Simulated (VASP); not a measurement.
Input of a VASP 6.6.1 run:

The input INCAR:

```
SYSTEM = Al
PREC = Accurate
ENCUT = 600
EDIFF = 1E-7
ISMEAR = 1
SIGMA = 0.1
LREAL = .FALSE.
LASPH = .TRUE.
NELM = 80
ALGO = Normal
ISIF = 2
LWAVE = .FALSE.
LCHARG = .FALSE.
METAGGA = R2SCAN
LMIXTAU = .TRUE.
IBRION = 2
NSW = 40
EDIFFG = -0.01
```

File KPOINTS:

```
Automatic mesh
0
G
  16 16 16
  0 0 0
```

Contents of POSCAR:

```
Al                                      
1.0
    0.0000000000      1.9673591773      1.9673591773
    1.9673591773      0.0000000000      1.9673591773
    1.9673591773      1.9673591773      0.0000000000
  Al            
     1
Direct
     0.0000000000000000    0.0000000000000000    0.0000000000000000
```

Potentials or basis: VASP PAW PBE potentials, release 64 (Al).

Run with:

```console
$ cat potpaw_PBE.64/Al/POTCAR > POTCAR
$ mpirun -np 1 vasp_std > vasp.out
```

Problem. What does it give for the band gap on the k mesh?

Solution. None (metal or under the smearing width).

Final structure:
```
Al
1.0
     0.00000    1.96736    1.96736
     1.96736    0.00000    1.96736
     1.96736    1.96736    0.00000
Al
1
Direct
  0.00000 0.00000 0.00000
```

Caveat: the relaxation stopped at its first step, so nothing moved.
